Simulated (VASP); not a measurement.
```yaml
crystal:
  lattice:
    - [4.58214, 0.00000, 0.00000]
    - [0.00000, 4.58214, 0.00000]
    - [0.00000, 0.00000, 5.77388]
  atoms:
    - { symbol: Gd, position: [0.50000, 0.00000, 0.23680] }
    - { symbol: Gd, position: [0.00000, 0.50000, 0.76320] }
    - { symbol: P, position: [0.00000, 0.00000, 0.00000] }
    - { symbol: P, position: [0.50000, 0.50000, 0.00000] }
```

These are PBE GGA, VASP's PBE PAW potentials (set 64) (plane waves; VASP) values and carry that method's errors. Settings: 400 eV cut-off, 5×5×4 Monkhorst-Pack mesh, Gaussian smearing of 0.050 eV, potentials Gd_3 P.

The 4f electrons are frozen in the core of the lanthanide potential, so 4f levels, which can set the real gap, and their magnetism are missing.

Which forces act on the atoms, in eV/Å?

| atom | Fx | Fy | Fz |
|---|---|---|---|
| Gd1 | 0.000 | 0.000 | 0.197 |
| Gd2 | 0.000 | 0.000 | -0.197 |
| P3 | 0.000 | 0.000 | 0.000 |
| P4 | 0.000 | 0.000 | 0.000 |

Give the stress tensor in GPa (positive for a compressed cell).

```
 6.81   0.00   0.00
 0.00   6.81   0.00
 0.00   0.00  -1.47
```
The pressure is its mean diagonal, 4.05 GPa.

The structure was generated: GdP was put into the litharge type (P4/nmm), which need not be its known phase. The cell was not relaxed at this level. The run is one of a series of settings (KPOINTS 5×5×4 Monkhorst-Pack mesh against the base run), some of them coarse on purpose.
